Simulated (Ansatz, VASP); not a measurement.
# SnO (Romarchite) in two plane-wave programs, part 2 of 2

Wanted: the spread between two codes on one cell, functional and k mesh. The cell is taken from a series of runs on this material, whose earlier steps may have relaxed, scaled, displaced or heated it; both programs get it as it stands.

VASP 6.6.1 and Ansatz 0.2.0.

So far: The starting structure; VASP: zone-centre phonons, LDA.

## (3) Ansatz: zone-centre phonons, LDA

Level of this step: Ansatz beside VASP: Kohn-Sham DFT, plane waves, LDA (Ansatz).

Ansatz runs on its default PAW (the set named soft_2) files.

The same cell, functional (in two slightly different forms), mesh and smearing now go to Ansatz, which takes its cutoff from its data sets.

Input file input.yaml:

```yaml
crystal:
  lattice:
    - [3.7675797593, 0.0, 0.0]
    - [0.0, 3.7675797593, 0.0]
    - [0.0, 0.0, 4.657854081]
  atoms:
    - { symbol: Sn, position: [0.5, 0.0, 0.2456611161] }
    - { symbol: Sn, position: [0.0, 0.5, 0.7543388839] }
    - { symbol: O, position: [0.0, 0.0, 0.0] }
    - { symbol: O, position: [0.5, 0.5, 0.0] }
kpoints:
  mp_grid: { grid: [12, 12, 10] }
hamiltonian:
  xc: lda
scf:
  occupations: { method: methfessel_paxton, width: 0.2 }
output:
  eigenvalues: true
phonons:
  method: dfpt
```

The run is started by

```console
> ansatz run input.yaml --threads 4 --pin off --max-ram 16384MiB --backend cpu --events-out ev --progress --plain --runs-dir out
```

Numbers of over 12 decimals in the logs are rounded to 6 here.

The program printed:

```text
zone centre: on kpoints.mp_grid the ground state, and the responses unless they are solved on pairs of k-points, stand on 294 of the mesh's 1440 k-points, reduced under 4 symmetry operations, with k and −k counted as one. Each operation leaves every solved displacement unchanged or reverses it
Engine: ansatz 0.2.0, aarch64-unknown-linux-gnu
Pseudopotentials: kind: paw
Pseudopotential: Sn, paw, valence charge 14, recommended cutoff 420 eV (normal), Sn.paw.azcp
Pseudopotential: O, paw, valence charge 6, recommended cutoff 420 eV (normal), O.paw.azcp
Functional definition: SPW92
  exchange = slater_x
  correlation = pw_c
Crystal: 4 atoms, lattice volume = 66.117 Å³
Basis set: ecut = 420 eV, 1279 PW (Γ), exchange–correlation on 60×60×64 points (8 copies of the dense FFT grid, shifted against one another)
Bands: 24, of which v1, the nominal top of the filled ones, is band 20 counted from 1 (19 counted from 0)
Symmetry: 16 space group operations
k-points: 294 of 1440 (irreducible under 4 space group operations, time reversal used)
Non-local potential: Sn, projectors of the file, l = 0: 2, l = 1: 2, l = 2: 2, l = 3: 2
Non-local potential: O, projectors of the file, l = 0: 2, l = 1: 2, l = 2: 1
PAW form: soft (Blöchl's): semilocal exchange-correlation on the pseudo side does not see the compensation charge
PAW frozen core: Sn, regenerated for the run's functional, and the local potential with it (the file was generated under x = pbe(κ = 0.804, μ = 0.219515), c = pbe(β = 0.066725))
PAW frozen core: O, regenerated for the run's functional, and the local potential with it (the file was generated under x = pbe(κ = 0.804, μ = 0.219515), c = pbe(β = 0.066725))
PAW one-centre angular grid: Sn, 590 points (default); XC on 64 Gauss nodes
PAW one-centre angular grid: O, 110 points (default); XC on 64 Gauss nodes
Initial density: superposition of atomic densities (neutral atoms: chi_scale 0, normalization atom), corrected by the library's trained network
Initial wavefunctions: pseudopotential atomic-orbital guess
Functional: x = slater, c = lda
SCF iter   1: F=—  HF=-12869.857300 eV  |F-HF|=—  |Δ(HF+E_count)|=         —  Δρ=1.56e-2  dr2=1.31e-1  ethr=1.77e-3  ⟨swp⟩=5.4  Hψ=30081  notcnv=0
preconditioner: auto → Kerker (q_TF=auto, 2.509 Å⁻¹)  [metal: Δε(μ)=0.068 eV  Ē_g=18.084 eV  σ=0.200 eV  W_gap=0.28  n_scr=18 (ndim 8)  ℏωp=28.9 eV  f_vac=0.009  D(μ)=0.29/eV (n_scr^D=0)]
SCF iter   2: F=—  HF=-12869.824686 eV  |F-HF|=—  |Δ(HF+E_count)|=   3.26e-2  S|Δr|=    0.00e0  Δρ=4.31e-3  dr2=6.60e-3  ethr=3.28e-4  ⟨swp⟩=2.3  Hψ=11892  notcnv=0
preconditioner: auto → Resta (q_TF=auto, 2.509 Å⁻¹)  ε∞=3.5  [insulator: Δε(μ)=0.141 eV  Ē_g=18.134 eV  σ=0.200 eV  W_gap=0.54  n_scr=18 (ndim 8)  ℏωp=28.9 eV  f_vac=0.009  D(μ)=0.22/eV (n_scr^D=0)  ε∞_Penn≈3.5]
SCF iter   3: F=—  HF=-12869.822809 eV  |F-HF|=—  |Δ(HF+E_count)|=   1.88e-3  S|Δr|=    0.00e0  Δρ=1.94e-3  dr2=1.55e-3  ethr=1.65e-5  ⟨swp⟩=2.4  Hψ=12943  notcnv=0
SCF iter   4: F=—  HF=-12869.822303 eV  |F-HF|=—  |Δ(HF+E_count)|=   5.05e-4  S|Δr|=    0.00e0  Δρ=2.58e-4  dr2=5.11e-5  ethr=3.88e-6  ⟨swp⟩=2.2  Hψ=12827  notcnv=0
SCF iter   5: F=—  HF=-12869.822298 eV  |F-HF|=—  |Δ(HF+E_count)|=   5.07e-6  S|Δr|=    0.00e0  Δρ=6.60e-5  dr2=3.37e-6  ethr=1.28e-7  ⟨swp⟩=2.0  Hψ=9527  notcnv=0
SCF iter   6: F=—  HF=-12869.822298 eV  |F-HF|=—  |Δ(HF+E_count)|=   1.34e-7  S|Δr|=    0.00e0  Δρ=1.04e-5  dr2=8.12e-8  ethr=8.42e-9  ⟨swp⟩=2.0  Hψ=12932  notcnv=0
SCF iter   7: F=—  HF=-12869.822298 eV  |F-HF|=—  |Δ(HF+E_count)|=   8.00e-9  S|Δr|=    0.00e0  Δρ=2.67e-6  dr2=6.12e-9  ethr=2.03e-10  ⟨swp⟩=2.0  Hψ=12884  notcnv=0
SCF iter   8: F=—  HF=-12869.822298 eV  |F-HF|=—  |Δ(HF+E_count)|=   2.35e-9  S|Δr|=    0.00e0  Δρ=6.67e-7  dr2=3.94e-10  ethr=1.53e-11  ⟨swp⟩=2.0  Hψ=12842  notcnv=0
SCF iter   9: F=—  HF=-12869.822298 eV  |F-HF|=—  |Δ(HF+E_count)|=  1.64e-11  S|Δr|=    0.00e0  Δρ=1.49e-7  dr2=1.34e-11  ethr=1.00e-12  ⟨swp⟩=2.9  Hψ=12863  notcnv=0
SCF iter  10: F=-12869.822298 eV  HF=-12869.822298 eV  |F-HF|=3.64e-12  |Δ(HF+E_count)|=  1.09e-11  S|Δr|=    0.00e0  Δρ=2.55e-8  dr2=4.13e-13  ethr=1.00e-12  ⟨swp⟩=6.1  Hψ=30609  notcnv=0
SCF 1 converged in 10 iterations: F = -12869.822298 eV  dr2 = 4.13e-13
  greatest PAW one-centre occupation: 0.995 electrons in one spin orbital (limit 2), on the Sn atom at site 1 (counted from 0), in its partial waves of l = 2
DFPT response loops at Γ: preconditioner auto → Kerker (q_TF=auto, 2.509 Å⁻¹) (partly filled bands, converged f_vac=0.005); β = 1.00, the filter's whole step (`scf.mixing.beta` (0.50) is not read by the response loops under this deck's `scf.mixing.preconditioner`; to damp them name `kerker` or `kerker_dos`, under which they read `scf.mixing.beta`, and type it under 1.00, their step now; both keys bind the ground state too); Broyden in place of MSR1
SCF converged after 10 iterations
Stability not checked: this state was not tested for a lower state beside it, because cold or Methfessel-Paxton smearing, or corrected tetrahedra, fill the levels in a way that the test cannot read (fill_not_monotonic; see scf.lower_state_search)
Free energy (F): -12869.822298 eV
Harris-Foulkes:  -12869.822298 eV  (|F-HF|=3.64e-12)
Internal energy: -12869.822729 eV  (E = F + TS)
E sigma→0 (E₀):  -12869.822406 eV
Entropy (-TS):   0.000431 eV (0.108 meV/atom)
Fermi energy:    10.531526 eV
Step filling:    the computed levels leave a gap of 0.0000 eV = 0.0 smearing widths at the electron count; against every level under it full and every level over it empty, smearing changes F+E_penalty+E_count by +0.119 meV and its σ→0 estimate by +0.011 meV
--- Per-component energies (eV) ---
  E_band       = -165.722079
  E_kinetic    = 726.221963
  E_local      = -2507.801057  (includes V_loc(G=0)·N_el)
  E_nonlocal   = 44.932903
  E_hartree    = 1370.169063
  E_xc         = -903.719328
  E_vxc        = -384.612009  (∫ρ·V_xc dr)
  E_paw        = -8284.832521  (= ΣΔE_a)
  E_vpaw       = -784.806971  (= ΣTr[D̂ρ^β])
  E_aug_tail   = 0.004960  (compensation charges beyond the density's cutoff)
  E_ewald      = -3315.842351
  E_core_change = 1.043639  (= ΣΔE_core)
  E_smearing   = 0.000431  (= −TS)
  E_closure    = 0.000000  (closes the sum)
  Σ components = -12869.822298   (vs F -12869.822298, Δ=0.00e0)
--- Band table (eV; the first three rows and the last of 294) ---
  k-point 0: bands = [... 16 lower, 6.8676, 7.1808, 7.1808, 10.4781, 12.7966, 15.0140, 15.0140, 15.1474]
  k-point 1: bands = [... 16 lower, 6.8594, 7.1790, 7.1790, 10.4283, 12.6016, 14.6457, 14.6457, 15.1846]
  k-point 2: bands = [... 16 lower, 6.8356, 7.1748, 7.1748, 10.2106, 12.2447, 14.0606, 14.0606, 15.0241]
  k-point 293: bands = [... 16 lower, 7.5428, 7.5428, 7.8713, 7.8713, 12.7457, 12.7457, 14.8397, 14.8397]
--- Phonons (Γ-DFPT): 4 representative perturbations + reference, on 294 of 1440 k-points (Σ response iterations 12) ---
  k mesh reduced under 4 symmetry operations, with k and −k counted as one. Each operation leaves every solved displacement unchanged or reverses it
  ASR residual: 1.717e-5 → 0.000e0 eV/Å²; symmetrization residual: 3.740e-6 eV/Å²
  ASR residual per site (eV/Å²): 4.87e-6 4.87e-6 1.72e-5 1.72e-5
  Γ frequencies (cm⁻¹): 0.00 0.00 0.00 118.10 118.10 210.62 277.06 277.06 358.42 370.44 472.05 472.05
  non-analytic LO–TO correction: not included (Born effective charges unavailable; polar crystals: no LO–TO splitting at Γ)
```

Reading the cycles: dr2 is the Hartree energy of the density residual (eV), the measure of convergence; HF is the Harris–Foulkes estimate of the energy, which meets the free energy F at convergence.

## (4) Side by side

Known differences besides the potentials themselves: the cutoff is 420 eV in Ansatz and 600 eV in VASP; VASP's log shows a relativistic correction to its local exchange, Ansatz's none. Total energies have different zeros and are not compared.

The two programs side by side:

| quantity | Ansatz | VASP | difference |
| --- | --- | --- | --- |
| optical mode 1 to 2 (cm⁻¹) | 118.1 | 120.0 | -1.55 % |
| optical mode 3 (cm⁻¹) | 210.6 | 211.9 | -0.59 % |
| optical mode 4 to 5 (cm⁻¹) | 277.1 | 282.5 | -1.93 % |
| optical mode 6 (cm⁻¹) | 358.4 | 362.1 | -1.01 % |
| optical mode 7 (cm⁻¹) | 370.4 | 373.6 | -0.84 % |
| optical mode 8 to 9 (cm⁻¹) | 472.1 | 476.2 | -0.87 % |

Modes are paired by rising frequency, not by their patterns, so a pair may set unlike modes beside each other; they are those without the splitting of longitudinal modes.

## (5) Summary of results

| Item | Value |
| --- | --- |
| r.m.s. difference of the optical zone-centre modes, each program's sorted by frequency (zone-centre phonons, LDA) | 3.7 cm⁻¹ |
| difference in optical mode 4 to 5 (zone-centre phonons, LDA) | -1.9 % |

In words: The r.m.s. difference of the optical zone-centre modes, each program's sorted by frequency is 3.7 cm⁻¹ (zone-centre phonons, LDA). Among the rows given in per cent, the largest difference of the zone-centre phonons, LDA pair is in optical mode 4 to 5, -1.9 %. How closely two codes agree says nothing of how well the functional describes the real material.

[Lines on the potential files, build, host, timing and source positions are cut from VASP's logs without a mark.]

[Logs are printed without paths, hosts, clocks, repeated set-up lines and the standing remarks that a program may print on its own settings, such as how far it seeks lower states.]

[Hosts, paths, dates, database ids (printed as entryN), source tags and the programs' standing remarks are cut or masked in the printed files.]
